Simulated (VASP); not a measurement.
# CsLiCr2Te2S3 (P1) in VASP: notebook, part 2 of 2

VASP 6.6.1.

**3. Density of states, PBE, collinear spin, ferromagnetic start**

POSCAR

```
CsLiCr2Te2S3
1.0
    6.1079200000     -0.0188600000      0.0058100000
   -2.2882200000      5.9315100000      0.0033300000
   -1.3846200000     -2.1939500000      7.5626000000
Cs Li Cr Te S
1 1 2 2 3
Direct
    0.0634800000      0.1017800000      0.9939400000
    0.5702600000      0.5814300000      0.5740300000
    0.0780100000      0.5013800000      0.5799000000
    0.4316200000      0.0297200000      0.5372200000
    0.5445800000      0.7673200000      0.2819800000
    0.0114300000      0.6593200000      0.2990200000
    0.7780000000      0.3713300000      0.7077300000
    0.3940200000      0.8250800000      0.7487500000
    0.1960500000      0.2300900000      0.4864600000
```

INCAR.step1

```
ALGO = Fast ; EDIFF = 1E-7
ENCUT = 520 ; GGA = PE
ISIF = 2 ; ISMEAR = -1
ISPIN = 2 ; KPAR = 4
LASPH = T ; LCHARG = T
LMAXMIX = 4 ; LREAL = F
LWAVE = F ; MAGMOM = 0 0 3 3 0 0 0 0 0
NELM = 120 ; PREC = Accurate
SIGMA = 0.05
```

KPOINTS.step1

```
k-points
0
Gamma
  5 5 4
```

INCAR.step2

```
ALGO = Fast ; EDIFF = 1E-7
ENCUT = 520 ; GGA = PE
ICHARG = 11 ; ISIF = 2
ISMEAR = -5 ; ISPIN = 2
KPAR = 4 ; LASPH = T
LCHARG = F ; LMAXMIX = 4
LORBIT = 11 ; LREAL = F
LWAVE = F ; MAGMOM = 0 0 3 3 0 0 0 0 0
NEDOS = 2001 ; NELM = 120
PREC = Accurate ; SIGMA = 0.05
```

KPOINTS.step2

```
k-points
0
Gamma
  8 8 6
```

Potentials or basis: VASP PAW PBE potentials, release 64 (Cs_sv, Li_sv, Cr_pv, Te, S).

Launch:

```sh
cat potpaw_PBE.64/Cs_sv/POTCAR potpaw_PBE.64/Li_sv/POTCAR potpaw_PBE.64/Cr_pv/POTCAR potpaw_PBE.64/Te/POTCAR potpaw_PBE.64/S/POTCAR > POTCAR
cp INCAR.step1 INCAR
cp KPOINTS.step1 KPOINTS
mpirun -np 4 vasp_std > vasp.out
cp INCAR.step2 INCAR
cp KPOINTS.step2 KPOINTS
mpirun -np 4 vasp_std > vasp.out
```

OUTCAR:

```text
EDIFF = 1E-7
   ENCUT = 520
   GGA = PE
   ICHARG = 11
   ISIF = 2
   ISMEAR = -5
   ISPIN = 2
   LASPH = T
   LORBIT = 11
   LREAL = F
   NELM = 120
   PREC = Accurate

 ion  position               nearest neighbor table
   1  0.063  0.102  0.994-
   2  0.570  0.581  0.574-   9 2.42   7 2.42   8 2.53   5 2.82   3 2.87
   3  0.078  0.501  0.580-   9 2.15   8 2.22   7 2.23   6 2.66   2 2.87
   4  0.432  0.030  0.537-   9 2.28   8 2.32   7 2.36   5 2.73   6 2.82
   5  0.545  0.767  0.282-   4 2.73   2 2.82   6 3.11   6 3.15
   6  0.011  0.659  0.299-   3 2.66   4 2.82   5 3.11   5 3.15
   7  0.778  0.371  0.708-   3 2.23   4 2.36   2 2.42
[... 2424 lines left out ...]
     -1.85288      3.25451      2.26363        -0.036606     -0.028593      0.063930
      2.92234      0.63515      5.35804         0.006996      0.006989      0.001600
     -0.51806      3.24382      5.66753        -0.008187     -0.015143     -0.005681
     -0.00260      0.29381      3.68081        -0.004284      0.005207      0.008425
 -----------------------------------------------------------------------------------
    total drift:                               -0.002100     -0.001989      0.013312

  FREE ENERGIE OF THE ION-ELECTRON SYSTEM (eV)
  ---------------------------------------------------
  free  energy   TOTEN  =       -46.1403552600 eV

  energy  without entropy=      -46.1403552600  energy(sigma->0) =      -46.14035526

 total charge

# of ion       s       p       d       tot
------------------------------------------
    1        1.832   4.706   0.023   6.560
    2        2.018   0.055   0.000   2.074
    3        0.340   6.289   4.190  10.819
    4        0.285   6.242   4.109  10.636
    5        1.390   1.940   0.024   3.354
    6        1.395   1.924   0.035   3.354
    7        1.335   2.407   0.000   3.741
    8        1.340   2.394   0.000   3.734
    9        1.344   2.405   0.000   3.749
--------------------------------------------------
tot         11.278  28.362   8.381  48.021

 magnetization (x)

# of ion       s       p       d       tot
------------------------------------------
    1        0.000  -0.000   0.001   0.001
    2        0.001   0.001   0.000   0.001
    3        0.037   0.027   2.489   2.553
    4        0.038   0.032   2.849   2.919
    5       -0.001  -0.039   0.003  -0.036
    6       -0.002  -0.092   0.005  -0.089
    7       -0.002  -0.054   0.000  -0.056
    8       -0.003  -0.080   0.000  -0.082
    9       -0.001  -0.109   0.000  -0.110
--------------------------------------------------
tot          0.066  -0.313   5.347   5.100
```

OSZICAR.step1:

```text
N       E                     dE             d eps       ncg     rms          rms(c)
DAV:   1     0.548028565046E+03    0.54803E+03   -0.30086E+04  9696   0.139E+03
DAV:   2     0.994513429917E+01   -0.53808E+03   -0.52075E+03 10136   0.329E+02
DAV:   3    -0.481623641701E+02   -0.58107E+02   -0.57142E+02 12292   0.103E+02
[... 26 lines left out ...]
RMM:  30    -0.461275173038E+02   -0.27007E-06   -0.30049E-06 10364   0.628E-03    0.410E-04
RMM:  31    -0.461275175040E+02   -0.20019E-06   -0.22913E-06 10115   0.583E-03    0.437E-04
RMM:  32    -0.461275176431E+02   -0.13911E-06   -0.16431E-06  9628   0.548E-03    0.380E-04
RMM:  33    -0.461275177469E+02   -0.10384E-06   -0.12769E-06  9303   0.524E-03    0.385E-04
RMM:  34    -0.461275178224E+02   -0.75466E-07   -0.10154E-06  9437   0.508E-03    0.945E-05
RMM:  35    -0.461275178768E+02   -0.54442E-07   -0.75386E-07  8950   0.492E-03
   1 F= -.46127518E+02 E0= -.46111456E+02  d E =-.321235E-01  mag=     5.4163
```

Run time: 39 min. Hardware: 4 MPI ranks of AMD EPYC 9R45 (Zen 5), shared host; peak memory 2.9 GiB.

Results:

| Property | Result |
| --- | --- |
| Net moment | 5.42 μB per cell |
| Site moments | Cs +0.00; Li +0.00; Cr +2.55, +2.92; Te -0.04, -0.09; S -0.06, -0.08, -0.11 μB |
| Valence electrons inside the program's atomic spheres | Cs 6.56; Li 2.07; Cr 10.82, 10.64; Te 3.35; S 3.74, 3.73, 3.75 |

States per cell in windows of 1 eV (zero at the Fermi level; states under -8 eV left out):
```csv
from (eV),up,down,Cr4_d_up,Cr3_d_up,Cr4_d_down,Cr3_d_down,S9_p_down,S8_p_down
-8.0,0.00,0.00,0.00,0.00,0.00,0.00,0.00,0.00
-7.0,0.00,0.00,0.00,0.00,0.00,0.00,0.00,0.00
-6.0,0.90,0.00,0.04,0.06,0.00,0.00,0.00,0.00
-5.0,3.30,2.28,0.25,0.41,0.05,0.09,0.36,0.13
-4.0,4.65,5.06,0.55,0.62,0.25,0.33,0.46,0.71
-3.0,3.45,3.80,0.47,0.47,0.15,0.27,0.25,0.31
-2.0,4.31,2.91,1.31,0.87,0.15,0.12,0.19,0.09
-1.0,3.48,0.33,0.87,0.93,0.02,0.02,0.01,0.00
0.0,3.47,2.04,0.65,0.92,0.52,0.70,0.01,0.01
1.0,1.28,5.12,0.33,0.16,1.57,1.81,0.07,0.08
2.0,0.49,3.81,0.03,0.02,1.47,0.84,0.10,0.09
3.0,0.91,0.71,0.01,0.02,0.05,0.04,0.01,0.01
4.0,0.07,0.37,0.00,0.00,0.01,0.01,0.00,0.01
5.0,0.00,0.00,0.00,0.00,0.00,0.00,0.00,0.00
```

Caveat: only a ferromagnetic start was run, and an antiferromagnetic order may lie lower in energy; tetrahedron occupations give inexact forces and stress in metals.

**4. The reference run**

An earlier run on the cell as given: functional PBE; potentials or basis VASP PAW PBE potentials, release 64 (Cs_sv, Li_sv, Cr_pv, Te, S); cutoff 520 eV; k mesh 5 × 5 × 4; occupations fermi-dirac, width 0.05 eV; collinear spin, ferromagnetic start; starting moments [0.0, 0.0, 3.0, 3.0, 0.0, 0.0, 0.0, 0.0, 0.0] μB.

* Largest force: 0.124 eV/Å
* Band gap on the k mesh: none (metal or under the smearing width)
* Net moment: 5.42 μB per cell
* Site moments: Cs +0.00; Li +0.00; Cr +2.52, +2.90; Te -0.06, -0.11; S -0.06, -0.08, -0.11 μB
* Valence electrons inside the program's atomic spheres: Cs 6.56; Li 2.07; Cr 10.81, 10.64; Te 3.36; S 3.74, 3.73, 3.75

**5. The runs side by side**

```tsv
task	k mesh for the DOS	occupations for the DOS	moment (μB)
band structure	-	-	5.42
density of states	8 × 8 × 6	tetrahedron	5.42
single point	-	-	5.42
```

Alike in all rows: level PBE; potentials or basis VASP PAW PBE potentials, release 64 (Cs_sv, Li_sv, Cr_pv, Te, S); spin collinear, ferromagnetic start; cell as given; k mesh 5 × 5 × 4; cutoff (eV) 520; smearing fermi-dirac 0.05 eV.

Caveats: only a ferromagnetic start was run, and an antiferromagnetic order may lie lower in energy; spin-orbit coupling is left out, which moves the levels of the heavy elements (some runs); tetrahedron occupations give inexact forces and stress in metals (some runs).

Total energies depend on the potentials used, so only differences within one code and one set of settings carry meaning.
